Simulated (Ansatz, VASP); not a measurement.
Given: the input of a run of VASP 6.6.1 on Zr3MoC. The cell comes from a database or a generator and needn't be the stable form of this composition.

INCAR

```
SYSTEM = Zr3MoC
  PREC = Accurate
  ENCUT = 600
  EDIFF = 1E-6
  ISMEAR = -1
  SIGMA = 0.05
  LREAL = .FALSE.
  LASPH = .TRUE.
  NELM = 80
  ALGO = Fast
  ISIF = 3
  LWAVE = .FALSE.
  LCHARG = .FALSE.
  GGA = RP
  IBRION = 2
  NSW = 60
  EDIFFG = -0.01
```

Contents of KPOINTS:

```
Automatic mesh
0
G
  5 5 5
  0 0 0
```

Contents of POSCAR:

```
Zr3MoC
1.0
    4.9425100000      0.0000000000      0.0000000000
    0.0000000000      4.9425100000      0.0000000000
    0.0000000000      0.0000000000      4.9425100000
Zr Mo C
3 1 1
Direct
    0.5000000000      0.0000000000      0.0000000000
    0.0000000000      0.5000000000      0.0000000000
    0.0000000000      0.0000000000      0.5000000000
    0.0000000000      0.0000000000      0.0000000000
    0.5000000000      0.5000000000      0.5000000000
```

Potentials or basis: VASP PAW PBE potentials, release 64 (Zr_sv, Mo_sv, C).

Run with:

```sh
$ cat potpaw_PBE.64/Zr_sv/POTCAR potpaw_PBE.64/Mo_sv/POTCAR potpaw_PBE.64/C/POTCAR > POTCAR
$ mpirun -np 1 vasp_std > vasp.out
```

Problem. Set up the same calculation for Ansatz 0.2.0. Potentials or basis there: Ansatz PAW, cutoff 420 eV.

Solution. As run (cutoffs and basis follow the program's own potentials, and thresholds, step limits or extra output files can differ):

Contents of input.yaml:

```yaml
crystal:
  lattice:
    - [4.94251, 0.0, 0.0]
    - [0.0, 4.94251, 0.0]
    - [0.0, 0.0, 4.94251]
  atoms:
    - { symbol: Zr, position: [0.5, 0.0, 0.0] }
    - { symbol: Zr, position: [0.0, 0.5, 0.0] }
    - { symbol: Zr, position: [0.0, 0.0, 0.5] }
    - { symbol: Mo, position: [0.0, 0.0, 0.0] }
    - { symbol: C, position: [0.5, 0.5, 0.5] }
hamiltonian:
  xc: rpbe
  pseudopotentials: { kind: paw }
kpoints:
  mp_grid: { grid: [5, 5, 5] }
scf:
  occupations: { method: fermi_dirac, width: 0.05 }
output:
  forces: true
  stress: true
  eigenvalues: true
relax:
  f_tol: 0.01
  max_steps: 40
  cell: { stress_tol: 0.05 }
```

Potentials or basis: Ansatz PAW.

Command:

```console
$ ansatz run input.yaml --threads 2 --pin off --max-ram 5632MiB --backend cpu --events-out ev --progress --plain --runs-dir out
```

Both were run:

|  | VASP | Ansatz |
| --- | --- | --- |
| Relaxed volume | 25.03 Å³/atom | 24.98 Å³/atom |
| Relaxed cell | a = 5.002 Å, b = 5.002 Å, c = 5.002 Å, α = 90.00°, β = 90.00°, γ = 90.00° | a = 4.998 Å, b = 4.998 Å, c = 4.998 Å, α = 90.00°, β = 90.00°, γ = 90.00° |
| Space group after relaxing | Pm-3m (No. 221) | Pm-3m (No. 221) |
| Pressure after relaxing | 0.0 GPa | 0.0 GPa |

Ansatz's pressure holds a Pulay term of +0.05 GPa for its cutoff of 420 eV, which the other run lacks.

VASP's potentials were made for PBE. Ansatz's potentials were made for PBE.

Where Ansatz's input types no cutoff or centring, it takes its own default and a Γ-centred mesh.

Pressure is positive in compression.
